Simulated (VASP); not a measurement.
Computed with RPBE GGA, VASP's PBE PAW potentials (set 64) (plane waves; VASP).

VASP ran on this input.

### KPOINTS
```
Automatic mesh
0
Gamma
9 9 9
0 0 0
```

POSCAR:
```
CaO
1
    0.0000000000     2.4962797184     2.4962797184
    2.4962797184     0.0000000000     2.4962797184
    2.4962797184     2.4962797184     0.0000000000
Ca O
1 1
Direct
  0.0000000000   0.0000000000   0.0000000000
  0.5000000000   0.5000000000   0.5000000000
```

### INCAR
```
! general
SYSTEM = CaO
PREC   = Accurate
ENCUT  = 520
LREAL  = .FALSE.
LASPH  = .TRUE.

! electronic loop
EDIFF  = 1E-7
NELM   = 100
ALGO   = Normal

! smearing
ISMEAR = 0
SIGMA  = 0.05

! functional
GGA    = RP

! ions
ISIF   = 2

! output
LWAVE  = .FALSE.
LCHARG = .FALSE.
```

POTCAR, in this order: Ca_sv O (PBE.64 set). Program: vasp_std.

Output

**OSZICAR**
```
       N       E                     dE             d eps       ncg     rms          rms(c)
DAV:   1     0.126111968977E+03    0.12611E+03   -0.86041E+03   848   0.134E+03
DAV:   2    -0.662796216096E+01   -0.13274E+03   -0.12540E+03   960   0.328E+02
DAV:   3    -0.135308443916E+02   -0.69029E+01   -0.68471E+01  1084   0.763E+01
DAV:   4    -0.137769801854E+02   -0.24614E+00   -0.24593E+00  1268   0.131E+01
DAV:   5    -0.137788251688E+02   -0.18450E-02   -0.18448E-02  1044   0.125E+00    0.866E+00
DAV:   6    -0.120891806802E+02    0.16896E+01   -0.93582E+00   984   0.271E+01    0.391E+00
DAV:   7    -0.120511282183E+02    0.38052E-01   -0.79109E-01  1144   0.833E+00    0.183E+00
DAV:   8    -0.120718218038E+02   -0.20694E-01   -0.99645E-02   884   0.353E+00    0.489E-01
DAV:   9    -0.120706535135E+02    0.11683E-02   -0.34793E-02  1052   0.142E+00    0.158E-01
DAV:  10    -0.120716696929E+02   -0.10162E-02   -0.35593E-03   912   0.562E-01    0.264E-02
DAV:  11    -0.120717610221E+02   -0.91329E-04   -0.53988E-04  1176   0.182E-01    0.357E-02
DAV:  12    -0.120717456388E+02    0.15383E-04   -0.97117E-05   924   0.101E-01    0.701E-03
DAV:  13    -0.120717450241E+02    0.61466E-06   -0.64673E-06  1112   0.267E-02    0.183E-03
DAV:  14    -0.120717449079E+02    0.11627E-06   -0.98557E-07   952   0.101E-02    0.660E-04
DAV:  15    -0.120717450001E+02   -0.92203E-07   -0.12855E-07   808   0.379E-03
   1 F= -.12071745E+02 E0= -.12071745E+02  d E =-.975868E-12
```

OUTCAR:
```
------------------------ aborting loop because EDIFF is reached ----------------------------------------
  FORCE on cell =-STRESS in cart. coord.  units (eV):
  Direction    XX          YY          ZZ          XY          YZ          ZX
  --------------------------------------------------------------------------------------
  Total       -0.9398622     -0.9398622     -0.9398622      0.0000000      0.0000000      0.0000000
  in kB      -48.4021900    -48.4021900    -48.4021900      0.0000000      0.0000000      0.0000000
  external PRESSURE =     -48.4021900 kB  Pullay stress =       0.0000000 kB
  volume of cell :       31.11
      direct lattice vectors                 reciprocal lattice vectors
     0.000000000  2.496279718  2.496279718    -0.200298066  0.200298066  0.200298066
     2.496279718  0.000000000  2.496279718     0.200298066 -0.200298066  0.200298066
     2.496279718  2.496279718  0.000000000     0.200298066  0.200298066 -0.200298066
  FREE ENERGIE OF THE ION-ELECTRON SYSTEM (eV)
  ---------------------------------------------------
  free  energy   TOTEN  =       -12.0717450001 eV

  energy  without entropy=      -12.0717450001  energy(sigma->0) =      -12.07174500
```
(Selected blocks of OUTCAR.)

The compound is CaO in the rock salt structure. This cell is one point of a volume scan, at 1.06 of the reference volume.
